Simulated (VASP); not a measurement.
**BaTiO3: excitons from the Bethe-Salpeter equation**

What does the electron-hole attraction do to the spectrum of BaTiO3? The cell has space group Pm-3m. The start is a cell from a database of measured crystal structures.

Method: LDA, no spin polarisation; plane waves and PAW (Ba_sv_GW, Ti_sv_GW, O_GW), in the first sound run; inputs show where later runs differ, in VASP 6.6.1.

Report form: the programs' logs are mostly left out.

## (1) Starting point

Symmetry: Pm-3m, No. 221, cubic system. The conventional cell has a = 4.006 Å, b = 4.006 Å, c = 4.006 Å, α = 90.00°, β = 90.00°, γ = 90.00°. Nearest to Ba lie 12 O at 2.83 Å. Nearest to Ti lie 6 O at 2.00 Å. Nearest to O lie 2 Ti at 2.00 Å and 4 Ba at 2.83 Å. Farther neighbours and most contacts between anions are not listed.

As a file:

```xyz
5
Lattice="4.0060 0.0000 0.0000 0.0000 4.0060 0.0000 0.0000 0.0000 4.0060" Properties=species:S:1:pos:R:3 pbc="T T T"
Ba    2.0030    2.0030    2.0030
Ti    0.0000    0.0000    0.0000
O     2.0030    0.0000    0.0000
O     0.0000    2.0030    0.0000
O     0.0000    0.0000    2.0030
```

## (2) Ground state

The orbitals come from a self-consistent LDA run with a tight EDIFF and a narrow smearing. KPOINTS_OPT adds the bands along a path, which shows whether the mesh holds the band edges.

The input, INCAR:

```
SYSTEM = BaTiO3
PREC = Accurate
ENCUT = 440
EDIFF = 1E-08
NELM = 100
ISMEAR = 0
SIGMA = 0.01
LREAL = .FALSE.
ALGO = Normal
GGA = CA
NBANDS = 26
LASPH = .TRUE.
LORBIT = 11
LWAVE = .TRUE.
LCHARG = .FALSE.
KPAR = 8
```

The input, POSCAR:

```
BaTiO3
1.0
    4.0060000000      0.0000000000      0.0000000000
    0.0000000000      4.0060000000      0.0000000000
    0.0000000000      0.0000000000      4.0060000000
Ba Ti O
1 1 3
Direct
    0.5000000000      0.5000000000      0.5000000000
    0.0000000000      0.0000000000      0.0000000000
    0.5000000000      0.0000000000      0.0000000000
    0.0000000000      0.5000000000      0.0000000000
    0.0000000000      0.0000000000      0.5000000000
```

The input, KPOINTS:

```
Automatic mesh
0
Gamma
6 6 6
0 0 0
```

The input, KPOINTS_OPT:

```
Line mode
12
Line-mode
Reciprocal
  0.00000000   0.00000000   0.00000000 GAMMA
  0.00000000   0.50000000   0.00000000 X

  0.00000000   0.50000000   0.00000000 X
  0.50000000   0.50000000   0.00000000 M

  0.50000000   0.50000000   0.00000000 M
  0.00000000   0.00000000   0.00000000 GAMMA

  0.00000000   0.00000000   0.00000000 GAMMA
  0.50000000   0.50000000   0.50000000 R

  0.50000000   0.50000000   0.50000000 R
  0.00000000   0.50000000   0.00000000 X

  0.50000000   0.50000000   0.00000000 M
  0.50000000   0.50000000   0.50000000 R
```

Potentials, in the order of the species: Ba_sv_GW, Ti_sv_GW and O_GW (LDA family, release 64).

The run is started by

```bash
> mpirun -np 8 vasp_std
```

Run time: 32 s. Hardware: 8 MPI ranks of AMD EPYC 7R43, shared host; peak memory 1.4 GiB.

Numbers from this step:

| Property | Result |
| --- | --- |
| free energy (TOTEN) | -49.45 eV |
| Fermi energy | 5.233 eV |
| pressure | -11.93 GPa |
| least gap on mesh and path | 1.711 eV |
| least direct gap on mesh and path | 1.818 eV |

The highest empty bands on the path are converged less tightly, to about 0.1 eV. Electronic bands along the path, in eV, zero at the valence-band top; v1 is the highest filled band, c1 the lowest empty one:

| point | v4 | v3 | v2 | v1 | c1 | c2 | c3 | c4 |
| --- | --- | --- | --- | --- | --- | --- | --- | --- |
| Γ | -1.13 | -0.11 | -0.11 | -0.11 | 1.71 | 1.71 | 1.71 | 3.99 |
| 0.55 of the way | -1.61 | -1.32 | -0.48 | -0.48 | 1.78 | 2.81 | 2.81 | 3.99 |
| X | -1.84 | -1.84 | -0.68 | -0.68 | 1.84 | 3.49 | 3.49 | 3.99 |
| 0.45 of the way | -1.44 | -1.21 | -1.09 | -0.57 | 2.63 | 3.49 | 3.58 | 4.60 |
| M | -1.71 | -0.83 | -0.83 | -0.05 | 3.51 | 3.51 | 3.92 | 4.83 |
| 0.45 of the way | -1.49 | -1.04 | -0.99 | -0.42 | 2.77 | 2.90 | 3.17 | 4.60 |
| Γ | -1.13 | -0.11 | -0.11 | -0.11 | 1.71 | 1.71 | 1.71 | 3.99 |
| 0.45 of the way | -2.28 | -0.68 | -0.68 | -0.67 | 2.97 | 3.00 | 3.00 | 5.71 |
| R | -2.35 | 0.00 | 0.00 | 0.00 | 4.18 | 4.18 | 4.18 | 6.76 |
| 0.45 of the way | -2.23 | -0.81 | -0.51 | -0.40 | 3.41 | 3.76 | 3.78 | 6.15 |
| X | -1.84 | -1.84 | -0.68 | -0.68 | 1.84 | 3.49 | 3.49 | 3.99 |
| jump to M | -1.71 | -0.83 | -0.83 | -0.05 | 3.51 | 3.51 | 3.92 | 4.83 |
| 0.45 of the way | -2.47 | -0.57 | -0.57 | -0.03 | 3.77 | 3.77 | 4.03 | 6.07 |
| R | -2.35 | 0.00 | 0.00 | 0.00 | 4.18 | 4.18 | 4.18 | 6.76 |

Of the projections kept (Ba, Ti, O), the largest for each band there; the rest of the weight can lie on other orbitals:

```csv
point,v4,v3,v2,v1,c1,c2,c3,c4
Γ,O 0.96,O 0.94,O 0.94,O 0.94,Ti 0.96,Ti 0.96,Ti 0.96,Ti 0.95
X,O 0.71,O 0.71,O 0.94,O 0.94,Ti 0.99,Ti 0.79,Ti 0.79,Ti 0.95
M,O 0.88,O 0.87,O 0.87,O 0.98,Ti 0.81,Ti 0.81,Ti 0.85,Ti 0.88
Γ,O 0.96,O 0.94,O 0.94,O 0.94,Ti 0.96,Ti 0.96,Ti 0.96,Ti 0.95
R,O 0.58,O 0.98,O 0.98,O 0.98,Ti 0.81,Ti 0.81,Ti 0.81,Ba 0.82
X,O 0.71,O 0.71,O 0.94,O 0.94,Ti 0.99,Ti 0.79,Ti 0.79,Ti 0.95
```

The cell has a gap of 1.71 eV on mesh and path and a pressure of -11.9 GPa, which holds the misfit of the given cell and coordinates with this functional, and any error of cutoff, mesh and data sets. Spin-orbit coupling is left out, which can shift or reorder these edges.

## (3) Empty bands

The next step needs empty bands that the ground-state run didn't converge, so the Hamiltonian is diagonalised exactly for NBANDS bands, in a single step. LOPTICS writes the k-derivatives of the orbitals (WAVEDER), which give the long-wavelength limit of the screening.

The input, INCAR:

```
SYSTEM = BaTiO3
PREC = Accurate
ENCUT = 440
ISMEAR = 0
SIGMA = 0.01
LREAL = .FALSE.
GGA = CA
NBANDS = 152
LASPH = .TRUE.
ALGO = Exact
NELM = 1
LWAVE = .TRUE.
LCHARG = .FALSE.
LOPTICS = .TRUE.
NEDOS = 1000
CSHIFT = 0.1
```

POSCAR is that of step 2.

KPOINTS is that of step 2.

The run is started by

```bash
> mpirun -np 8 vasp_std
```

Elapsed: 36 s, on 8 MPI ranks; peak memory 1.9 GiB; 4.6 min of CPU time.

The gap is read on the k-mesh alone, so it is an upper bound where the band edges lie off the mesh.

Numbers from this step:

* gap on the k-mesh: 1.711 eV
* least direct gap on the k-mesh: 1.818 eV

WAVECAR now holds 152 bands for 40 electrons. Its independent-particle dielectric tensor has xx, yy, zz = 7.1, 7.1, 7.1 on this mesh, which isn't tested for convergence in mesh or bands and lacks local fields.

## (4) G0W0

This step: G0W0 on LDA, no spin polarisation; plane waves and PAW (Ba_sv_GW, Ti_sv_GW, O_GW) (VASP 6.6.1).

G0W0 keeps orbitals and screening fixed and shifts each of the lowest NBANDSGW levels once. LWAVE keeps the quasiparticle levels in WAVECAR, and the W files hold the screened interaction for the next step.

The input, INCAR:

```
SYSTEM = BaTiO3
PREC = Accurate
ENCUT = 440
ISMEAR = 0
SIGMA = 0.01
LREAL = .FALSE.
GGA = CA
NBANDS = 152
LASPH = .TRUE.
ALGO = EVGW0
NELMGW = 1
ENCUTGW = 100
NOMEGA = 48
PRECFOCK = Fast
NBANDSGW = 32
LWAVE = .TRUE.
LCHARG = .FALSE.
```

POSCAR is that of step 3.

KPOINTS is that of step 3.

The run is started by

```bash
> mpirun -np 8 vasp_std
```

Wall time 16 min (8 MPI ranks); peak memory 3.6 GiB.

This step gave:

| Property | Result |
| --- | --- |
| quasiparticle gap on the mesh | 3.569 eV |
| smallest direct quasiparticle gap on the mesh | 3.652 eV |
| gap of the starting orbitals on the mesh | 1.711 eV |

GW takes the gap from 1.711 to 3.569 eV. Spin-orbit coupling is left out. The value holds for 152 bands, ENCUTGW = 100 eV and this mesh, and isn't shown to be converged in them. VASP warns that the automatic setting of its frequency mesh failed and advises more k points, so the value is in doubt.

## (5) BSE, Tamm-Dancoff

This step: BSE on G0W0 on LDA, no spin polarisation; plane waves and PAW (Ba_sv_GW, Ti_sv_GW, O_GW) (VASP 6.6.1).

The Bethe-Salpeter equation adds the screened attraction of electron and hole to the quasiparticle pairs; ANTIRES = 0 leaves out the coupling to antiresonant pairs.

The input, INCAR:

```
SYSTEM = BaTiO3
PREC = Accurate
ENCUT = 440
ISMEAR = 0
SIGMA = 0.01
LREAL = .FALSE.
GGA = CA
NBANDS = 152
LASPH = .TRUE.
ALGO = BSE
NBANDSO = 6
NBANDSV = 5
OMEGAMAX = 25
NEDOS = 1000
CSHIFT = 0.1
PRECFOCK = Fast
LWAVE = .FALSE.
LCHARG = .FALSE.
ENCUTGW = 100
ANTIRES = 0
```

POSCAR is that of step 4.

KPOINTS is that of step 4.

The run is started by

```bash
> mpirun -np 8 vasp_std
```

It took 2.4 min on 8 MPI ranks; peak memory 6.3 GiB.

Numbers from this step:

| Quantity | Value |
| --- | --- |
| lowest excitation | 3.359 eV |

The imaginary dielectric function has structure finer than the step of the table below, so its rows give means over 0.5 eV, whole bins alone (the curve runs from 0 to 25 eV). Peaks (eV: height): xx 3.55: 3.97, 3.93: 6.31, 4.75: 9.63, 6.01: 5.08, 6.43: 4.49, 7.13: 3.67, 7.88: 3.42; zz 3.55: 3.97, 3.93: 6.31, 4.75: 9.63, 6.01: 5.08, 6.43: 4.49, 7.13: 3.67, 7.88: 3.47.

From 6 filled and 5 empty bands alone, without any pair above OMEGAMAX = 25 eV, so strength is missing wherever others contribute; lines are broadened by CSHIFT, which also makes the tail under the first line. Imaginary dielectric function against photon energy; means over each step:

```csv
photon energy (eV),xx,zz
0.5,0.0130,0.0130
1.0,0.0282,0.0282
1.5,0.0492,0.0493
2.0,0.0845,0.0845
2.5,0.163,0.163
3.0,0.609,0.609
3.5,3.17,3.17
4.0,4.49,4.49
4.5,7.40,7.40
5.0,7.55,7.55
5.5,4.63,4.64
6.0,3.94,3.94
6.5,3.56,3.56
7.0,2.58,2.58
7.5,1.58,1.64
8.0,2.41,2.44
8.5,1.40,1.39
9.0,1.46,1.46
9.5,1.02,1.03
10.0,0.526,0.566
10.5,0.288,0.292
11.0,0.224,0.222
11.5,0.137,0.136
12.0,0.0495,0.0495
12.5,0.0242,0.0243
13.0,0.0177,0.0178
13.5,0.0142,0.0143
14.0,0.0118,0.0118
14.5,0.00993,0.00998
15.0,0.00853,0.00855
15.5,0.00741,0.00744
16.0,0.00646,0.00654
16.5,0.00573,0.00575
17.0,0.00508,0.00513
17.5,0.00456,0.00458
18.0,0.00410,0.00411
18.5,0.00370,0.00371
19.0,0.00335,0.00337
19.5,0.00305,0.00307
20.0,0.00279,0.00280
20.5,0.00255,0.00256
21.0,0.00235,0.00235
21.5,0.00216,0.00217
22.0,0.00199,0.00202
22.5,0.00185,0.00185
23.0,0.00172,0.00173
23.5,0.00159,0.00161
24.0,0.00149,0.00149
24.5,0.00139,0.00140
```

Some of the lowest 40 states alone, with states under 2.5 meV apart joined, scaled to the strongest line shown. Exciton lines, with heights relative to the strongest:

```
position (eV)  lines merged  oscillator strength
        3.360             6                   47
        3.371             3                  0.0
        3.586             3                  0.0
        3.588             3                   56
        3.612             6                  0.0
        3.944             2                  0.0
        3.948             3                  0.0
        3.956             4                  100
```

The lowest excitation lies at 3.359 eV, -293 meV against the direct gap of these orbitals, a distance that this coarse mesh makes far too large. Peak heights aren't converged with the mesh, least of all at the onset.

## (6) Without the electron-hole attraction

This step: BSE on G0W0 on LDA, without the electron-hole attraction, no spin polarisation; plane waves and PAW (Ba_sv_GW, Ti_sv_GW, O_GW) (VASP 6.6.1).

LADDER = .FALSE. removes the attraction and keeps the local fields, which shows what the attraction does.

Changes to INCAR since step 5:

```diff
@@ -20 +20,2 @@
 ANTIRES = 0
+LADDER = .FALSE.
```

POSCAR is that of step 5.

KPOINTS is that of step 5.

The run is started by

```bash
> mpirun -np 8 vasp_std
```

The job ended after 86 s (8 MPI ranks; peak memory 4.9 GiB).

Numbers from this step:

* lowest excitation: 3.652 eV

The imaginary dielectric function has structure finer than the step of the table below, so its rows give means over 1 eV, whole bins alone (the curve runs from 0 to 25 eV). Peaks (eV: height): xx 5.4: 7.66, 6.2: 8.32, 7.4: 4.39, 8.3: 3.14, 9.8: 2.74; zz 5.4: 7.66, 6.2: 8.32, 7.4: 4.40, 8.3: 3.16, 9.8: 2.74.

From 6 filled and 5 empty bands alone, without any pair above OMEGAMAX = 25 eV, so strength is missing wherever others contribute; lines are broadened by CSHIFT, which also makes the tail under the first line. Imaginary dielectric function against photon energy; means over each step:

```
photon energy (eV)       xx       zz
                 1   0.0159   0.0159
                 2   0.0418   0.0419
                 3    0.149    0.149
                 4     1.60     1.60
                 5     4.50     4.50
                 6     6.70     6.70
                 7     3.78     3.78
                 8     2.62     2.66
                 9     1.93     1.93
                10     1.78     1.80
                11    0.459    0.466
                12    0.148    0.148
                13   0.0292   0.0294
                14   0.0171   0.0172
                15   0.0118   0.0119
                16  0.00874  0.00877
                17  0.00669  0.00675
                18  0.00530  0.00534
                19  0.00428  0.00432
                20  0.00353  0.00355
                21  0.00295  0.00296
                22  0.00250  0.00250
                23  0.00213  0.00213
                24  0.00183  0.00185
```

The lowest excitation lies at 3.652 eV, +293 meV against the Tamm-Dancoff singlet. Peak heights aren't converged with the mesh, least of all at the onset.

## (7) Independent quasiparticles

This step: BSE on G0W0 on LDA, independent quasiparticles, no spin polarisation; plane waves and PAW (Ba_sv_GW, Ti_sv_GW, O_GW) (VASP 6.6.1).

With LADDER and LHARTREE off the pairs don't interact at all, so the lowest line must equal the direct gap.

Changes to INCAR since step 6:

```diff
@@ -21 +21,2 @@
 LADDER = .FALSE.
+LHARTREE = .FALSE.
```

POSCAR is that of step 6.

KPOINTS is that of step 6.

The run is started by

```bash
> mpirun -np 8 vasp_std
```

Run time: 43 s. Hardware: 8 MPI ranks; peak memory 4.9 GiB; 5.6 min of CPU time.

Numbers from this step:

```yaml
lowest_excitation: 3.651 eV
```

The imaginary dielectric function has structure finer than the step of the table below, so its rows give means over 1 eV, whole bins alone (the curve runs from 0 to 25 eV). Peaks (eV: height): xx 3.9: 2.16, 5.4: 8.13, 6.2: 8.05, 7.4: 4.32, 8.2: 3.03, 9.8: 2.60; zz 3.9: 2.16, 5.4: 8.13, 6.2: 8.05, 7.4: 4.32, 8.2: 3.06, 9.8: 2.60.

From 6 filled and 5 empty bands alone, without any pair above OMEGAMAX = 25 eV, so strength is missing wherever others contribute; lines are broadened by CSHIFT, which also makes the tail under the first line. The imaginary dielectric function by photon energy; means over each step:

```csv
photon energy (eV),xx,zz
1,0.0165,0.0166
2,0.0437,0.0438
3,0.158,0.158
4,1.72,1.72
5,4.93,4.93
6,6.70,6.70
7,3.52,3.52
8,2.50,2.54
9,1.88,1.89
10,1.67,1.69
11,0.435,0.442
12,0.146,0.146
13,0.0285,0.0286
14,0.0167,0.0168
15,0.0116,0.0116
16,0.00855,0.00857
17,0.00657,0.00660
18,0.00520,0.00523
19,0.00421,0.00423
20,0.00347,0.00348
21,0.00289,0.00291
22,0.00245,0.00246
23,0.00209,0.00211
24,0.00180,0.00182
```

The lowest excitation lies at 3.651 eV, +293 meV against the Tamm-Dancoff singlet. Peak heights aren't converged with the mesh, least of all at the onset.

## (8) Summary

This step: BSE on G0W0 on LDA; plane waves and PAW (VASP 6.6.1).

No new run; the numbers come from the runs before.

Cost is wall time times ranks on a shared host, for this step alone, without the steps before it. Excitations by level:

| level | first excitation (eV) | cost (core minutes) |
| --- | --- | --- |
| BSE, Tamm-Dancoff | 3.359 | 18.8 |
| without the electron-hole attraction | 3.652 | 11.47 |
| independent quasiparticles | 3.651 | 5.73 |

## (9) Outcome

| Property | Result |
| --- | --- |
| BSE, Tamm-Dancoff | lowest vertical excitation 3.359 eV; direct gap 3.652 eV |
| without the electron-hole attraction | lowest vertical excitation 3.652 eV; direct gap 3.652 eV |
| independent quasiparticles | lowest vertical excitation 3.651 eV; direct gap 3.652 eV |

In words: The Bethe-Salpeter equation puts the lowest vertical singlet excitation at 3.359 eV, 0.29 eV below the direct gap of 3.652 eV; the states within 10 meV of it carry 47 % of the strength of the strongest such group among the lowest 40 states. The attraction moves the centre of weight of eps2 xx over the computed range by -0.99 eV against the run without the attraction, a shift that holds the same mesh error. The binding energy was not obtained: in a well-screened crystal the exciton spreads over many cells, and on this mesh its distance from the gap is set by the mesh and is far too large. On such a mesh the heights of single peaks aren't converged either. Bands, response cutoff and mesh of the GW step weren't tested in this session. Only vertical pairs enter; the least gap on the mesh is indirect, 3.569 eV, and its phonon-assisted absorption is absent. Only the bands set by NBANDSO and NBANDSV form pairs, and any pair above OMEGAMAX = 25 eV is dropped, so the spectrum is that of this window; the window can cut degenerate bands. VASP warned in the GW step that its automatic frequency mesh may not suit quasiparticle energies. Spin-orbit coupling is left out; with Ba in the cell it can split or shift band edges, by an amount that depends on which atoms form them and isn't tested here. The given cell is kept, although it stands at -11.9 GPa at LDA and ENCUT = 440 eV, which holds the mismatch of the given cell with this functional and any basis-set error. Not tabulated here, as repeats of values shown or as unfit to read for their mesh, reference level or band range: eps2 curves (empty bands); eps1 curves and static values (BSE, empty bands, independent quasiparticles, without the electron-hole attraction); exciton binding energies (BSE); line lists of runs without attraction (independent quasiparticles, without the electron-hole attraction).

[Lines on the potential files, build, host, timing and source positions are cut from VASP's logs without a mark.]

[Logs are printed without paths, hosts, clocks, repeated set-up lines and the standing remarks that a program may print on its own settings, such as how far it seeks lower states.]

[Hosts, paths, dates, database ids (printed as entryN), source tags and the programs' standing remarks are cut or masked in the printed files.]

[Pressures printed for these runs are not shown converged in the cutoff: they can be off by several GPa and have the wrong sign.]
